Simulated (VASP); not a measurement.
Consider the following.

```
WTe
1.0
    0.00000     3.01442     3.01442
    3.01442     0.00000     3.01442
    3.01442     3.01442     0.00000
Te W
1 1
Direct
  0.00000   0.00000   0.00000
  0.50000   0.50000   0.50000
```

Method: PBE GGA + U (Dudarev), VASP's PBE PAW potentials (set 64) (plane waves; VASP). Numerical set-up: 400 eV cut-off, 7×7×7 Γ-centred mesh, Gaussian smearing of 0.050 eV, potentials Te W_sv, U − J: W 8.00 eV.

Unless said otherwise, spin-orbit coupling is left out, though it shifts the bands of the heavy elements here.

Task: Estimate the energy per atom (σ→0), pressure, band gap (on the k-mesh) with the smallest direct gap where there is one.

Result: 
```
Item                                                        Result
------------------------  ----------------------------------------
band gap (on the k-mesh)  none (metal, semimetal or under 0.01 eV)
energy per atom (σ→0)                               -1.875 eV/atom
pressure                                                -12.03 GPa
```

The absolute energy has meaning only against runs of the same code, potentials and settings.

The structure was generated: TeW was put into the rocksalt type (Fm-3m), which need not be its known phase. The cell was not relaxed at this level. The run is one of a series of settings (LDAU = .TRUE., LDAUJ = 0 0, LDAUL = -1 2, LDAUTYPE = 2, LDAUU = 0 8.0 against the base run), some of them coarse on purpose.
